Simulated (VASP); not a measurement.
An input for Quantum ESPRESSO's pw.x (written as the equivalent of a VASP run, and not itself run):

```
&CONTROL
  calculation = 'scf'
  pseudo_dir = './pseudo'
  outdir = './out'
  tprnfor = .true.
  tstress = .true.
/
&SYSTEM
  ibrav = 0
  nat = 3
  ntyp = 2
  ecutwfc = 84
  occupations = 'smearing'
  smearing = 'gaussian'
  degauss = 0.003675
  input_dft = 'pbesol'
/
&ELECTRONS
  conv_thr = 7.3e-09
  electron_maxstep = 100
/
ATOMIC_SPECIES
  Zr 91.224 Zr.upf
  O 15.999 O.upf
CELL_PARAMETERS angstrom
     0.0000000    2.5336762    2.5336762
     2.5336762    0.0000000    2.5336762
     2.5336762    2.5336762    0.0000000
ATOMIC_POSITIONS crystal
  Zr   0.0049335 -0.0049335 -0.0049335
  O    0.2500000  0.2500000  0.2500000
  O    0.7500000  0.7500000  0.7500000
K_POINTS automatic
  8 8 8 0 0 0
```

### Question
Translate this input to VASP (INCAR, KPOINTS, POSCAR, choice of POTCAR).

### Answer
Several could match; the one computed here: 
INCAR:
```
# general
SYSTEM  = ZrO2
PREC    = Accurate
ENCUT   = 600   # plane-wave cut-off (eV)
LREAL   = F   # projection in real space or not
LASPH   = T

# electronic loop
EDIFF   = 1E-7
NELM    = 100
ALGO    = Normal   # blocked Davidson
LMAXMIX = 4   # l cut-off of mixed one-centre charges

# smearing
ISMEAR  = 0   # Gaussian
SIGMA   = 0.05   # width (eV)

# functional
GGA     = PS   # PBEsol

# ions
ISIF    = 2

# output
LWAVE   = F
LCHARG  = F
```

KPOINTS:
```
Automatic mesh
0
Gamma
8 8 8
0 0 0
```

File POSCAR:
```
ZrO2
1
    0.0000000000     2.5336762499     2.5336762499
    2.5336762499     0.0000000000     2.5336762499
    2.5336762499     2.5336762499     0.0000000000
Zr O
1 2
Direct
  0.0049335427  -0.0049335427  -0.0049335427
  0.2500000000   0.2500000000   0.2500000000
  0.7500000000   0.7500000000   0.7500000000
```

POTCAR, in this order: Zr_sv O (PBE.64 set). Program: vasp_std.

What does not carry over: the potentials are each code's own (VASP's PAW set, PseudoDojo norm-conserving files in pw.x), so ENCUT and ecutwfc are chosen apart and not converted; conv_thr bounds pw.x's estimated SCF error, while EDIFF bounds the energy change between steps.

The compound is ZrO2 in the fluorite structure, the high-temperature cubic form, which is unstable at 0 K; the monoclinic form is the stable one. This cell was strained or had an atom moved on purpose.
